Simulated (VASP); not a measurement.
WS (relaxed from the rock salt structure, space group Fm-3m): computed properties

The numbers are results of PBE GGA, VASP's PBE PAW potentials (set 64) (plane waves; VASP), not measurements.

| Quantity | Value |
|---|---|
| space group | Fm-3m (225) |
| cell | a = b = c = 4.9571 Å, α = β = γ = 90.00° |
| volume per atom | 15.23 Å³/atom |
| band gap (over mesh and band path) | none (metal, semimetal or under 0.01 eV) |
| density | 11.77 g/cm³ |

WS is modelled in the cubic space group Fm-3m (No. 225), the rock salt structure, Pearson symbol cF8. Lattice parameters: a = b = c = 4.9571 Å, α = β = γ = 90.00°. W on 4a sees 6 S at 2.479 Å (octahedral). S on 4b sees 6 W at 2.479 Å (octahedral). (Neighbours: up to the widest gap in distance over summed covalent radii, below 1.35, at either atom; cation-cation and far metal-metal contacts left out.)
(The calculation used a cell of 2 atoms; values per cell refer to that cell.)

Unless said otherwise, spin-orbit coupling is left out, though it shifts the bands of the heavy elements here.

The structure was generated: WS was put into the rock salt type (Fm-3m), which need not be its known phase. It was relaxed first, which changed the volume by -36 %. Symmetry was kept, so distortions that lower it aren't found.
